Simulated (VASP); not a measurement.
## CdSe: GW quasiparticle gap

How does the gap of CdSe change from the starting functional to GW? The cell is of the zinc-blende type, one of the forms listed for this formula. The start joins lattice constants measured in a paper with the fractional positions of a database entry.

Method: PBE; plane waves and PAW (Cd_GW, Se_GW), in the first sound run; inputs show where later runs differ, in VASP 6.6.1.

This is a report of a sequence of runs, with most program output left out.

**1. The structure**

The structure is cubic, space group F-43m (No. 216). Conventional cell: a = 6.050 Å, b = 6.050 Å, c = 6.050 Å, α = 90.00°, β = 90.00°, γ = 90.00°. Cd has 4 Se at 2.62 Å nearest. Se has 4 Cd at 2.62 Å nearest. Farther neighbours and most contacts between anions are not listed.

**2. Ground state**

The orbitals come from a self-consistent PBE run with a tight EDIFF and a narrow smearing. KPOINTS_OPT adds the bands along a path, which shows whether the mesh holds the band edges.

INCAR reads:

```
SYSTEM = CdSe
PREC = Accurate
ENCUT = 300
EDIFF = 1E-08
NELM = 100
ISMEAR = 0
SIGMA = 0.01
LREAL = .FALSE.
ALGO = Normal
GGA = PE
NBANDS = 15
LORBIT = 11
LWAVE = .TRUE.
LCHARG = .FALSE.
KPAR = 8
```

POSCAR reads:

```
CdSe
1.0
    0.0000000000      3.0250000000      3.0250000000
    3.0250000000      0.0000000000      3.0250000000
    3.0250000000      3.0250000000      0.0000000000
Cd Se
1 1
Direct
    0.0000000000      0.0000000000      0.0000000000
    0.7500000000      0.7500000000      0.7500000000
```

KPOINTS reads:

```
Automatic mesh
0
Gamma
6 6 6
0 0 0
```

KPOINTS_OPT reads:

```
Line mode
12
Line-mode
Reciprocal
  0.00000000   0.00000000   0.00000000 GAMMA
  0.50000000   0.00000000   0.50000000 X

  0.50000000   0.00000000   0.50000000 X
  0.50000000   0.25000000   0.75000000 W

  0.50000000   0.25000000   0.75000000 W
  0.37500000   0.37500000   0.75000000 K

  0.37500000   0.37500000   0.75000000 K
  0.00000000   0.00000000   0.00000000 GAMMA

  0.00000000   0.00000000   0.00000000 GAMMA
  0.50000000   0.50000000   0.50000000 L

  0.50000000   0.50000000   0.50000000 L
  0.62500000   0.25000000   0.62500000 U

  0.62500000   0.25000000   0.62500000 U
  0.50000000   0.25000000   0.75000000 W

  0.50000000   0.25000000   0.75000000 W
  0.50000000   0.50000000   0.50000000 L

  0.50000000   0.50000000   0.50000000 L
  0.37500000   0.37500000   0.75000000 K

  0.62500000   0.25000000   0.62500000 U
  0.50000000   0.00000000   0.50000000 X
```

PAW data sets: Cd_GW and Se_GW (PBE family, release 64).

Command:

```sh
$ mpirun -np 8 vasp_std
```

Wall time 6 s (8 MPI ranks of AMD EPYC 7R43, shared host); peak memory 1 GiB; 43 s of CPU time.

Numbers from this step:

| Property | Result |
| --- | --- |
| free energy (TOTEN) | -5.479 eV |
| Fermi energy | 2.366 eV |
| pressure | 3.688 GPa |
| least gap on mesh and path | 0.6242 eV |
| least direct gap on mesh and path | 0.6242 eV |

The highest empty bands on the path are converged less tightly, to about 0.1 eV. Electronic bands along the path, in eV, zero at the valence-band top; v1 is the highest filled band, c1 the lowest empty one:

```
          point     v4     v3     v2     v1    c1    c2    c3     c4
              Γ  -7.58   0.00   0.00   0.00  0.62  5.93  5.93   5.93
0.45 of the way  -7.56  -2.36  -0.93  -0.93  3.14  4.36  7.41   7.41
              X  -7.21  -4.16  -1.91  -1.91  3.11  3.77  9.16  10.30
0.45 of the way  -7.15  -4.12  -2.08  -2.08  3.73  4.25  8.56   8.65
              W  -7.07  -4.06  -2.29  -2.28  5.09  5.21  6.49   7.60
0.55 of the way  -7.10  -4.08  -2.53  -1.81  4.19  5.20  7.38   8.08
              K  -7.12  -4.10  -2.59  -1.56  3.71  5.18  8.29   8.62
0.45 of the way  -7.51  -3.20  -1.64  -0.53  3.40  5.82  6.22   6.78
              Γ  -7.58   0.00   0.00   0.00  0.62  5.93  5.93   5.93
0.45 of the way  -7.58  -2.45  -0.36  -0.36  2.24  5.86  6.42   6.42
              L  -7.28  -4.48  -0.77  -0.77  2.40  6.45  6.45   7.44
0.45 of the way  -7.21  -4.31  -1.74  -1.04  3.43  5.65  7.10   7.52
              U  -7.12  -4.10  -2.59  -1.56  3.71  5.18  8.29   8.62
0.45 of the way  -7.10  -4.08  -2.53  -1.81  4.19  5.20  7.38   8.08
              W  -7.07  -4.06  -2.29  -2.28  5.09  5.21  6.49   7.60
0.45 of the way  -7.17  -4.19  -2.15  -1.35  4.06  5.39  6.80   8.23
              L  -7.28  -4.48  -0.77  -0.77  2.40  6.45  6.45   7.44
0.45 of the way  -7.21  -4.31  -1.74  -1.04  3.43  5.65  7.10   7.52
              K  -7.12  -4.10  -2.59  -1.56  3.71  5.18  8.29   8.62
      jump to U  -7.12  -4.10  -2.59  -1.56  3.71  5.18  8.29   8.62
0.45 of the way  -7.16  -4.13  -2.24  -1.80  3.42  4.23  8.75   9.54
              X  -7.21  -4.16  -1.91  -1.91  3.11  3.77  9.16  10.30
```

Of the projections kept (Cd, Se), the largest for each band there; the rest of the weight can lie on other orbitals:

```
point       v4       v3       v2       v1       c1       c2       c3       c4
    Γ  Cd 1.00  Se 0.79  Se 0.79  Se 0.79  Cd 0.60  Cd 0.78  Cd 0.78  Cd 0.78
    X  Cd 0.94  Cd 0.56  Se 0.75  Se 0.75  Cd 0.69  Cd 0.68  Se 0.77  Cd 0.53
    W  Cd 0.93  Cd 0.53  Se 0.69  Se 0.74  Cd 0.51  Se 0.62  Cd 0.70  Cd 0.50
    K  Cd 0.94  Cd 0.53  Se 0.71  Se 0.75  Cd 0.68  Se 0.54  Se 0.71  Cd 0.53
    Γ  Cd 1.00  Se 0.79  Se 0.79  Se 0.79  Cd 0.60  Cd 0.78  Cd 0.78  Cd 0.78
    L  Cd 0.96  Se 0.54  Se 0.76  Se 0.76  Cd 0.68  Cd 0.69  Cd 0.69  Se 0.75
```

The cell has a gap of 0.624 eV on mesh and path and a pressure of +3.7 GPa, which holds the misfit of the given cell and coordinates with this functional, and any error of cutoff, mesh and data sets. Spin-orbit coupling is left out, which can shift or reorder these edges.

**3. Empty bands, functional PBE**

The next step needs empty bands that the ground-state run didn't converge, so the Hamiltonian is diagonalised exactly for NBANDS bands, in a single step. LOPTICS writes the k-derivatives of the orbitals (WAVEDER), which give the long-wavelength limit of the screening.

INCAR reads:

```
SYSTEM = CdSe
PREC = Accurate
ENCUT = 300
ISMEAR = 0
SIGMA = 0.01
LREAL = .FALSE.
GGA = PE
NBANDS = 360
ALGO = Exact
NELM = 1
LWAVE = .TRUE.
LCHARG = .FALSE.
LOPTICS = .TRUE.
NEDOS = 1000
CSHIFT = 0.1
```

POSCAR is that of step 2.

KPOINTS is that of step 2.

Command:

```sh
$ mpirun -np 8 vasp_std
```

It took 5.6 s on 8 MPI ranks; peak memory 0.85 GiB; 40 s of CPU time.

The gap is read on the k-mesh alone, so it is an upper bound where the band edges lie off the mesh.

Numbers from this step:

- gap on the k-mesh: 0.6242 eV
- least direct gap on the k-mesh: 0.6242 eV

WAVECAR now holds 360 bands for 18 electrons. Its independent-particle dielectric tensor has xx, yy, zz = 16.9, 16.9, 16.9 on this mesh, which isn't tested for convergence in mesh or bands and lacks local fields.

**4. evGW0**

This step: evGW0 on PBE; plane waves and PAW (Cd_GW, Se_GW) (VASP 6.6.1).

The lowest NBANDSGW levels in G are updated for four passes while W stays fixed, so the result depends less on the starting levels.

INCAR reads:

```
SYSTEM = CdSe
PREC = Accurate
ENCUT = 300
ISMEAR = 0
SIGMA = 0.01
LREAL = .FALSE.
GGA = PE
NBANDS = 360
ALGO = EVGW0
NELMGW = 4
ENCUTGW = 200
NOMEGA = 48
PRECFOCK = Fast
NBANDSGW = 24
LWAVE = .FALSE.
LCHARG = .FALSE.
```

POSCAR is that of step 3.

KPOINTS is that of step 3.

Command:

```sh
$ mpirun -np 8 vasp_std
```

Wall time 60 min (8 MPI ranks); peak memory 3.7 GiB.

Numbers from this step:

```
quasiparticle gap on the mesh                 : 1.596 eV
smallest direct quasiparticle gap on the mesh : 1.596 eV
gap of the starting orbitals on the mesh      : 0.6242 eV
```

QP gap by iteration, by row:

```
iteration  gap (eV)  direct gap (eV)
        1     1.413            1.413
        2     1.559            1.559
        3     1.589            1.589
        4     1.596            1.596
```

GW takes the gap from 0.624 to 1.596 eV. The last pass still moved it by +7 meV. Spin-orbit coupling is left out. The value holds for 360 bands, ENCUTGW = 200 eV and this mesh, and isn't shown to be converged in them.

**5. QPGW0**

This step: QPGW0 on PBE; plane waves and PAW (Cd_GW, Se_GW) (VASP 6.6.1).

Here the orbitals are updated too, by diagonalising a Hermitian self-energy in the bands up to NBANDSGW.

Edit INCAR of step 4 so:

```diff
@@ -8,3 +8,3 @@
 NBANDS = 360
-ALGO = EVGW0
+ALGO = QPGW0
 NELMGW = 4
@@ -13,3 +13,3 @@
 PRECFOCK = Fast
-NBANDSGW = 24
+NBANDSGW = 32
 LWAVE = .FALSE.
```

POSCAR is that of step 4.

KPOINTS is that of step 4.

Command:

```sh
$ mpirun -np 8 vasp_std
```

Elapsed: 1.5 h, on 8 MPI ranks.

The run was cut off at its time limit.

More ranks or a longer limit would be the way on.

**6. Orbitals for another starting point**

This step: PBE; plane waves and PAW (Cd_GW, Se_GW) (VASP 6.6.1).

A hybrid converges faster from good orbitals, so a cheap PBE run writes WAVECAR first.

INCAR reads:

```
SYSTEM = CdSe
PREC = Accurate
ENCUT = 300
EDIFF = 1E-05
NELM = 100
ISMEAR = 0
SIGMA = 0.01
LREAL = .FALSE.
ALGO = Normal
GGA = PE
NBANDS = 15
LORBIT = 11
LWAVE = .TRUE.
LCHARG = .FALSE.
KPAR = 8
```

POSCAR is that of step 5.

KPOINTS is that of step 5.

Command:

```sh
$ mpirun -np 8 vasp_std
```

Run time: 2.4 s. Hardware: 8 MPI ranks; peak memory 0.93 GiB; 14 s of CPU time.

Numbers from this step:

```
Fermi energy                   : 2.369 eV
pressure                       : 3.714 GPa
gap on the k-mesh              : 0.6234 eV
least direct gap on the k-mesh : 0.6234 eV
```

The run ends at a pressure of 3.71 GPa.

**7. Another starting point**

This step: HSE06; plane waves and PAW (Cd_GW, Se_GW) (VASP 6.6.1).

To see how much the result owes to its start, the ground state is made again with HSE06. A small SIGMA keeps every occupation at zero or full.

INCAR reads:

```
SYSTEM = CdSe
PREC = Accurate
ENCUT = 300
EDIFF = 1E-08
NELM = 100
ISMEAR = 0
SIGMA = 0.01
LREAL = .FALSE.
ALGO = Normal
LHFCALC = .TRUE.
AEXX = 0.25
GGA = PE
HFSCREEN = 0.2
LASPH = .TRUE.
NBANDS = 15
PRECFOCK = Fast
LORBIT = 11
LWAVE = .TRUE.
LCHARG = .FALSE.
KPAR = 8
```

POSCAR is that of step 6.

KPOINTS is that of step 6.

The run starts from files that an earlier step left in the folder.

Command:

```sh
$ mpirun -np 8 vasp_std
```

Run time: 2.5 min. Hardware: 8 MPI ranks; peak memory 1.7 GiB; 19 min of CPU time.

The PAW data sets were made with PBE, which is usual practice but a small mismatch for other functionals.

Numbers from this step:

| Quantity | Value |
| --- | --- |
| free energy (TOTEN) | -6.841 eV |
| Fermi energy | 1.716 eV |
| gap on the k-mesh | 1.574 eV |
| least direct gap on the k-mesh | 1.574 eV |

**8. Empty bands, functional HSE06**

INCAR reads:

```
SYSTEM = CdSe
PREC = Accurate
ENCUT = 300
ISMEAR = 0
SIGMA = 0.01
LREAL = .FALSE.
LHFCALC = .TRUE.
AEXX = 0.25
GGA = PE
HFSCREEN = 0.2
LASPH = .TRUE.
NBANDS = 360
PRECFOCK = Fast
ALGO = Exact
NELM = 1
LWAVE = .TRUE.
LCHARG = .FALSE.
LOPTICS = .TRUE.
NEDOS = 1000
CSHIFT = 0.1
```

POSCAR is that of step 7.

KPOINTS is that of step 7.

The WAVECAR or CHGCAR of an earlier step is read.

Command:

```sh
$ mpirun -np 8 vasp_std
```

Elapsed: 18 min, on 8 MPI ranks; peak memory 1.9 GiB.

**9. G0W0**

This step: G0W0 on HSE06; plane waves and PAW (Cd_GW, Se_GW) (VASP 6.6.1).

G0W0 keeps orbitals and screening fixed and shifts each of the lowest NBANDSGW levels once.

INCAR reads:

```
SYSTEM = CdSe
PREC = Accurate
ENCUT = 300
ISMEAR = 0
SIGMA = 0.01
LREAL = .FALSE.
LHFCALC = .TRUE.
AEXX = 0.25
GGA = PE
HFSCREEN = 0.2
LASPH = .TRUE.
NBANDS = 360
PRECFOCK = Fast
ALGO = EVGW0
NELMGW = 1
ENCUTGW = 200
NOMEGA = 48
NBANDSGW = 24
LWAVE = .FALSE.
LCHARG = .FALSE.
```

POSCAR is that of step 8.

KPOINTS is that of step 8.

The run starts from files that an earlier step left in the folder.

Command:

```sh
$ mpirun -np 8 vasp_std
```

Elapsed: 14 min, on 8 MPI ranks; peak memory 4.4 GiB; 1.6 h of CPU time.

This step gave:

- quasiparticle gap on the mesh: 1.963 eV
- smallest direct quasiparticle gap on the mesh: 1.963 eV
- gap of the starting orbitals on the mesh: 1.574 eV

GW takes the gap from 1.574 to 1.963 eV. That is +549 meV against the one-shot pass on PBE. Spin-orbit coupling is left out. The value holds for 360 bands, ENCUTGW = 200 eV and this mesh, and isn't shown to be converged in them.

**10. Summary**

This step: GW series: evGW0 on PBE, G0W0 on HSE06; plane waves and PAW (VASP 6.6.1).

This step runs nothing: it gathers the runs above.

Cost is wall time times ranks on a shared host, with the step that makes the empty bands. GW runs:

| level | bands | ENCUTGW (eV) | NOMEGA | k mesh | starting gap (eV) | quasiparticle gap (eV) | direct gap (eV) | cost (core minutes) |
| --- | --- | --- | --- | --- | --- | --- | --- | --- |
| evGW0 on PBE | 360 | 200 | 48 | 6x6x6 | 0.6242 | 1.596 | 1.596 | 476.8 |
| G0W0 on HSE06 | 360 | 200 | 48 | 6x6x6 | 1.574 | 1.963 | 1.963 | 258.6 |

**11. Outcome**

* evGW0 on PBE, 360 bands, ENCUTGW 200 eV, NOMEGA 48, mesh 6×6×6: 0.624 → 1.596 eV
* G0W0 on HSE06, 360 bands, ENCUTGW 200 eV, NOMEGA 48, mesh 6×6×6: 1.574 → 1.963 eV

What this shows: evGW0 gives a quasiparticle gap of 1.596 eV on the mesh, 0.97 eV over the PBE gap on the same mesh. On mesh and path the starting valence top lies at Γ and the conduction bottom at Γ, so the starting gap is direct. Both points lie on the GW mesh. Over the final values of the levels run here the gap spans 1.60 to 1.96 eV. In evGW0 the first pass, which is the one-shot result, gives 1.413 eV and pass 4 gives 1.596 eV; the last pass changed the gap by +7 meV, so the loop is converged. One-shot gaps: 1.413 eV from PBE and 1.963 eV from HSE06. The starting gaps span 0.95 eV and the one-shot gaps 0.55 eV. Bands, response cutoff and mesh weren't tested for convergence. The QPGW0 run ended without a result (timeout). In Cd_GW the d shell is in the valence without all the semicore s and p states of the same shell; those stay frozen in the core, and how far that moves the GW gap wasn't tested here. Spin-orbit coupling is left out; with Cd and Se in the cell it can split or shift band edges, by an amount that depends on which atoms form them and isn't tested here. The given cell is kept, although it stands at +3.7 GPa at PBE and ENCUT = 300 eV, which holds the mismatch of the given cell with this functional and any basis-set error. Not tabulated here, as repeats of values shown or as unfit to read for their mesh, reference level or band range: eps2 curves (empty bands); eps1 curves and static values (empty bands); gaps (empty bands).

[Lines on the potential files, build, host, timing and source positions are cut from VASP's logs without a mark.]

[Logs are printed without paths, hosts, clocks, repeated set-up lines and the standing remarks that a program may print on its own settings, such as how far it seeks lower states.]

[Hosts, paths, dates, database ids (printed as entryN), source tags and the programs' standing remarks are cut or masked in the printed files.]

[Pressures printed for these runs are not shown converged in the cutoff: they can be off by several GPa and have the wrong sign.]
